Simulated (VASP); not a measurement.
Consider the following.

```
CELL_PARAMETERS angstrom
      0.00000     2.18877     2.18877
      2.18877     0.00000     2.18877
      2.18877     2.18877     0.00000
ATOMIC_POSITIONS crystal
  Al 0.00000 0.00000 0.00000
  N  0.25000 0.25000 0.25000
```

Computed with PBEsol GGA, VASP's PBE PAW potentials (set 64) (plane waves; VASP). Numerical set-up: 520 eV cut-off, 10×10×10 Γ-centred mesh, Gaussian smearing of 0.050 eV, potentials Al N.

Question: Predict the energy per atom (σ→0), band gap (on the k-mesh) with the smallest direct gap where there is one.

Answer: 
The band gap (on the k-mesh) comes out as 3.18 eV and the smallest direct gap (on the k-mesh) is 4.08 eV. The energy per atom (σ→0) is -7.806 eV/atom.

Total energies compare only between runs with the same potentials, cut-off and functional.

The compound is AlN in the zinc blende structure, a metastable form; wurtzite is the usual one. It was relaxed first.
